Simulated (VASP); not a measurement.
## SrTiO3 (Tausonite): relaxation of cell and atoms with RPBE

Crystal: SrTiO3 (Tausonite).

```
Sr Ti O
1.0
     3.97587    0.00000    0.00000
     0.00000    3.97587    0.00000
     0.00000    0.00000    3.97587
Sr Ti O
1 1 3
Cartesian
  1.9879 1.9879 1.9879
  0.0000 0.0000 0.0000
  1.9879 0.0000 0.0000
  0.0000 1.9879 0.0000
  0.0000 0.0000 1.9879
```

```json
{
  "Program": "VASP 6.6.1",
  "Task": "relaxation of cell and atoms",
  "Functional": "RPBE",
  "Potentials or basis": "VASP PAW PBE potentials, release 64 (Sr_sv, Ti_sv, O)",
  "Cutoff": "600 eV",
  "k mesh": "8 × 8 × 8",
  "Occupations": "gaussian, width 0.03 eV",
  "Spin": "no spin polarisation",
  "Further INCAR settings": "ALGO = Normal; EDIFF = 1e-07; IBRION = 2; EDIFFG = -0.005; NSW = 90; ISIF = 3"
}
```

```json
{"Relaxed volume": "12.56 Å³/atom", "Relaxed cell": "a = 3.975 Å, b = 3.975 Å, c = 3.975 Å, α = 90.00°, β = 90.00°, γ = 90.00°", "Space group after relaxing (to 0.05 Å)": "Pm-3m (No. 221)", "Energy gained by relaxing": "0.0 meV/atom", "Ionic steps": "3", "Pressure after relaxing": "0.0 GPa", "Band gap on the k mesh": "1.80 eV, indirect (least direct gap 2.18 eV)"}
```

Final structure:
```
CELL_PARAMETERS angstrom
3.97489 0.00000 0.00000
0.00000 3.97489 0.00000
0.00000 0.00000 3.97489
ATOMIC_POSITIONS crystal
Sr 0.50000 0.50000 0.50000
Ti 0.00000 0.00000 0.00000
O 0.50000 0.00000 0.00000
O 0.00000 0.50000 0.00000
O 0.00000 0.00000 0.50000
```

Levels at points of the mesh, in eV from the valence-band top:
| k point | band 17 | band 18 | band 19 | band 20 | band 21 | band 22 | band 23 | band 24 |
| --- | --- | --- | --- | --- | --- | --- | --- | --- |
| (0.00, 0.00, 0.00) | -1.08 | -0.38 | -0.38 | -0.38 | 1.80 | 1.80 | 1.80 | 3.93 |
| (0.50, 0.00, 0.00) | -2.20 | -1.80 | -0.72 | -0.72 | 1.94 | 3.53 | 3.53 | 3.93 |
| (0.50, 0.50, 0.00) | -1.74 | -1.50 | -1.50 | -0.08 | 3.53 | 3.53 | 3.97 | 4.83 |
| (0.50, 0.50, 0.50) | -3.56 | 0.00 | 0.00 | 0.00 | 4.15 | 4.15 | 4.15 | 6.80 |

Run time: 54 s on 1 thread of Intel(R) Xeon(R) 6975P-C (Granite Rapids) (shared host), peak memory 0.23 GiB.

Caveat: the PAW data sets were made with another functional, which shifts forces and pressure a little. A k mesh can miss the band edges.
